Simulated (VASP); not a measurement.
A run of VASP 6.6.1 is set up as follows.

INCAR

```
ALGO     = Fast           # electronic algorithm
EDIFF    = 1E-4           # SCF threshold, eV
EDIFFG   = -0.08          # ionic threshold
ENCUT    = 520            # plane-wave cutoff, eV
GGA      = PE             # functional
IBRION   = 2              # ionic algorithm
ISIF     = 3              # what is computed and relaxed
ISMEAR   = 0              # smearing method
LASPH    = True           # aspherical terms in the spheres
LCHARG   = False          # write CHGCAR
LREAL    = False          # projectors in reciprocal space
LWAVE    = False          # write WAVECAR
NELM     = 60             # most SCF steps
NSW      = 24             # ionic steps
PREC     = Normal         # precision mode
SIGMA    = 0.15           # smearing width, eV
```

The input KPOINTS:

```
k-points
0
Gamma
  5 5 2
```

File POSCAR:

```
TiMoSe3
1.0
    3.4500000000      0.0000000000      0.0000000000
   -1.7250000000      2.9877876400      0.0000000000
    0.0000000000      0.0000000000     10.4000000000
Ti Mo Se
1 1 3
Direct
    0.0000000000      0.0000000000      0.4650000000
    0.6666666700      0.3333333300      0.1620000000
    0.6666666700      0.3333333300      0.6000000000
    0.3333333300      0.6666666700      0.3240000000
    0.3333333300      0.6666666700      0.0000000000
```

Potentials or basis: VASP PAW PBE potentials, release 64 (Ti_sv, Mo_sv, Se).

Command:

```console
$ cat potpaw_PBE.64/Ti_sv/POTCAR potpaw_PBE.64/Mo_sv/POTCAR potpaw_PBE.64/Se/POTCAR > POTCAR
$ mpirun -np 1 vasp_std > vasp.out
```

Question: Estimate the relaxed cell.

Answer: a = 3.358 Å, b = 3.358 Å, c = 11.495 Å, α = 90.00°, β = 90.00°, γ = 120.00°.

Question: What does it give for the relaxed volume?

Answer: 22.45 Å³/atom.

Final structure:
```xyz
5
Lattice="3.3582 0.0000 0.0000 -1.6791 2.9083 0.0000 0.0000 0.0000 11.4953" Properties=species:S:1:pos:R:3 pbc="T T T"
Ti   -1.6791    2.9083    5.4484
Mo    1.6791    0.9694    1.6912
Se    1.6791    0.9694    7.0443
Se    0.0000    1.9389    3.5851
Se    0.0000    1.9389    0.0602
```

Caveat: the k mesh is coarse (spacing up to 0.42 Å⁻¹), so the values aren't converged; this functional lacks dispersion, which binds the layers, so the pressure and a relaxed spacing across them are unreliable.
